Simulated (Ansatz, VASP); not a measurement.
# Cross-check of InAs between VASP and Ansatz, part 3 of 3

One calculation is typed for both programs; each brings its own data sets. How far apart do they land? The cell is taken from a series of runs on this material, whose earlier steps may have relaxed, scaled, displaced or heated it; both programs get it as it stands.

VASP 6.6.1 and Ansatz 0.2.0.

So far: The structure; Ansatz: zone-centre phonons, PBEsol; VASP: zone-centre phonons, PBEsol.

**3. VASP: zone-centre phonons, PBEsol (continued)**

Level of this step: PBEsol; plane waves and PAW (As, In_d) (VASP).

Numbers of over 12 decimals in the logs are rounded to 6 here.

OUTCAR, selected parts (step 3):

```text
ion  position               nearest neighbor table
   1  0.750  0.750  0.750-   2 2.65   2 2.65   2 2.65   2 2.65
   2  0.000  0.000  0.000-   1 2.65   1 2.65   1 2.65   1 2.65

  LATTYP: Found a trigonal (rhomboedric) cell.
 ALAT       =     4.3324475981
 COS(alpha) =     0.4997910383

 Subroutine GETGRP returns: Found  6 space group operations
 (whereof  6 operations were pure point group operations)

The static configuration has the point symmetry C_3v.

   k-points           NKPTS =   1728   k-points in BZ     NKDIM =   1728   number of bands    NBANDS=     15

   dimension x,y,z NGX =    32 NGY =   32 NGZ =   32
   dimension x,y,z NGXF=    64 NGYF=   64 NGZF=   64

   ENCUT  =  500.0 eV  36.75 Ry    6.06 a.u.   7.90  7.90  7.90*2*pi/ulx,y,z

   NELECT =      18.0000    total number of electrons

 k-points in reciprocal lattice and weights: Points of the shifted mesh
   0.04166667  0.04166667  0.04166667       0.001
   0.04166667  0.04166667  0.12500000       0.001
   0.04166667  0.04166667  0.20833333       0.001
   0.04166667  0.04166667  0.29166667       0.001
   0.04166667  0.04166667  0.37500000       0.001
   0.04166667  0.04166667  0.45833333       0.001
   0.04166667  0.04166667  0.54166667       0.001
   0.04166667  0.04166667  0.62500000       0.001
   0.04166667  0.04166667  0.70833333       0.001
[...]
0.95833333  0.95833333  0.87500000       0.001
   0.95833333  0.95833333  0.95833333       0.001

 average (electrostatic) potential at core
       1 -49.8649       2 -96.7726

  Total       -0.3518618     -0.3518618     -0.3518618      0.0003159      0.0003159      0.0003159
  in kB       -9.8008024     -9.8008024     -9.8008024      0.0087995      0.0087995      0.0087995
  external PRESSURE =      -9.8008024 kB  Pullay stress =       0.0000000 kB

  energy-cutoff  :      500.00
  volume of cell :       57.52
      direct lattice vectors                 reciprocal lattice vectors
    -0.000640121  3.063503042  3.063503042    -0.163160704  0.163194804  0.163194804
     3.063503042 -0.000640121  3.063503042     0.163194804 -0.163160704  0.163194804
     3.063503042  3.063503042 -0.000640121     0.163194804  0.163194804 -0.163160704

 POSITION                                       TOTAL-FORCE (eV/Angst)
 -----------------------------------------------------------------------------------
      4.59457      4.59457      4.59457         0.000158      0.000158      0.000158
      0.00020      0.00020      0.00020        -0.000158     -0.000158     -0.000158
 -----------------------------------------------------------------------------------
    total drift:                                0.000249      0.000249      0.000249

 Eigenvectors and eigenvalues of the dynamical matrix
 ----------------------------------------------------

   1 f  =    6.135881 THz    38.552880 2PiTHz  204.670974 cm-1    25.375955 meV
             X         Y         Z           dx          dy          dz
      4.594575  4.594575  4.594575     0.448883    0.448883    0.448883
      0.000200  0.000200  0.000200    -0.363095   -0.363095   -0.363095

   2 f  =    6.131325 THz    38.524250 2PiTHz  204.518981 cm-1    25.357110 meV
             X         Y         Z           dx          dy          dz
      4.594575  4.594575  4.594575     0.317394    0.317394   -0.634788
      0.000200  0.000200  0.000200    -0.256764   -0.256764    0.513528

   3 f  =    6.131325 THz    38.524250 2PiTHz  204.518981 cm-1    25.357110 meV
             X         Y         Z           dx          dy          dz
      4.594575  4.594575  4.594575    -0.549742    0.549742   -0.000000
      0.000200  0.000200  0.000200     0.444728   -0.444728    0.000000

   4 f/i=    0.004082 THz     0.025651 2PiTHz    0.136175 cm-1     0.016884 meV
             X         Y         Z           dx          dy          dz
      4.594575  4.594575  4.594575     0.363095    0.363095    0.363095
      0.000200  0.000200  0.000200     0.448883    0.448883    0.448883

   5 f/i=    0.004416 THz     0.027749 2PiTHz    0.147317 cm-1     0.018265 meV
             X         Y         Z           dx          dy          dz
      4.594575  4.594575  4.594575    -0.458476    0.429571    0.028905
      0.000200  0.000200  0.000200    -0.566736    0.531006    0.035730

   6 f/i=    0.004416 THz     0.027749 2PiTHz    0.147317 cm-1     0.018265 meV
             X         Y         Z           dx          dy          dz
      4.594575  4.594575  4.594575     0.231325    0.281389   -0.512714
      0.000200  0.000200  0.000200     0.285947    0.347834   -0.633781

 ELASTIC MODULI CONTR FROM IONIC RELAXATION (kBar)
 Direction    XX          YY          ZZ          XY          YZ          ZX
 --------------------------------------------------------------------------------
 XX          -0.0014      0.0005      0.0005     -0.0727      0.4851     -0.1627
 YY           0.0005     -0.0014      0.0005     -0.1627     -0.0727      0.4851
 ZZ           0.0005      0.0005     -0.0014      0.4851     -0.1627     -0.0727
 XY          -0.0727     -0.1627      0.4851   -192.2408      0.9230      0.9230
 YZ           0.4851     -0.0727     -0.1627      0.9230   -192.2408      0.9230
 ZX          -0.1627      0.4851     -0.0727      0.9230      0.9230   -192.2408
 --------------------------------------------------------------------------------
```

**4. Differences**

Known differences besides the potentials themselves: the data sets hold 28 valence electrons in Ansatz (on its PAW soft_1 files) and 18 in VASP; the cutoff is 420 eV in Ansatz and 500 eV in VASP; Ansatz makes its cores anew for this functional, VASP keeps those of its PBE data sets. Total energies have different zeros and are not compared.

The two programs side by side:

```
                  quantity  Ansatz   VASP  difference
optical mode 1 to 2 (cm⁻¹)   204.0  204.5     -0.27 %
     optical mode 3 (cm⁻¹)   204.1  204.7     -0.26 %
```

Modes are paired by rising frequency, not by their patterns, so a pair may set unlike modes beside each other; they are those without the splitting of longitudinal modes.

**5. What came out**

| Item | Value |
| --- | --- |
| r.m.s. difference of the optical zone-centre modes, each program's sorted by frequency (zone-centre phonons, PBEsol) | 0.55 cm⁻¹ |

**Reading.** The r.m.s. difference of the optical zone-centre modes, each program's sorted by frequency is 0.55 cm⁻¹ (zone-centre phonons, PBEsol). The data sets hold unlike numbers of valence electrons (28 in Ansatz and 18 in VASP), so part of the differences comes from the potentials. Such differences can come from data sets, numerical settings and the points named under the comparisons, not from the functional's error against experiment.

[Lines on the potential files, build, host, timing and source positions are cut from VASP's logs without a mark.]

[Logs are printed without paths, hosts, clocks, repeated set-up lines and the standing remarks that a program may print on its own settings, such as how far it seeks lower states.]

[Hosts, paths, dates, database ids (printed as entryN), source tags and the programs' standing remarks are cut or masked in the printed files.]
